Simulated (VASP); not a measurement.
Data:

```xyz
8
Lattice="4.8866 0.0000 0.0000 0.0000 4.8866 0.0000 0.0000 0.0000 4.8866" Properties=species:S:1:pos:R:3 pbc="T T T"
Si     2.4433     2.4433     2.4433
Si     0.0000     0.0000     0.0000
Mo     1.2217     0.0000     2.4433
Mo     2.4433     1.2217     0.0000
Mo     2.4433     3.6650     0.0000
Mo     3.6650     0.0000     2.4433
Mo     0.0000     2.4433     3.6650
Mo     0.0000     2.4433     1.2217
```

All values below come from r2SCAN meta-GGA, VASP's PBE PAW potentials (set 64) (plane waves; VASP 6.6.1). Settings: 400 eV cut-off, 7×7×7 Γ-centred mesh, tetrahedra with Blöchl corrections, potentials Si Mo_sv.

Q: Give the energies of bands 41 to 54 at the high-symmetry points, in eV from the Fermi level.

A: 
```json
[
 {"band": "41", "Γ": "-2.34", "X": "-2.62", "M": "-1.32", "R": "-1.85"},
 {"band": "42", "Γ": "-2.34", "X": "-2.62", "M": "-1.32", "R": "-1.85"},
 {"band": "43", "Γ": "-1.70", "X": "-1.86", "M": "-1.19", "R": "-1.35"},
 {"band": "44", "Γ": "-1.70", "X": "-1.86", "M": "-1.01", "R": "-1.35"},
 {"band": "45", "Γ": "1.32", "X": "0.18", "M": "-1.01", "R": "-1.35"},
 {"band": "46", "Γ": "1.32", "X": "0.18", "M": "-0.90", "R": "-1.35"},
 {"band": "47", "Γ": "1.32", "X": "0.98", "M": "-0.77", "R": "-1.35"},
 {"band": "48", "Γ": "2.33", "X": "0.98", "M": "-0.53", "R": "-1.35"},
 {"band": "49", "Γ": "2.48", "X": "1.59", "M": "-0.22", "R": "1.30"},
 {"band": "50", "Γ": "2.48", "X": "1.59", "M": "0.19", "R": "1.30"},
 {"band": "51", "Γ": "2.80", "X": "1.65", "M": "0.90", "R": "1.30"},
 {"band": "52", "Γ": "2.81", "X": "1.65", "M": "1.12", "R": "1.30"},
 {"band": "53", "Γ": "2.83", "X": "2.39", "M": "1.12", "R": "1.30"},
 {"band": "54", "Γ": "2.87", "X": "2.39", "M": "1.99", "R": "1.30"}
]
```

It has no gap at this level: it comes out as a metal or semimetal.

The compound is Mo3Si in the A15 structure. It was relaxed first.
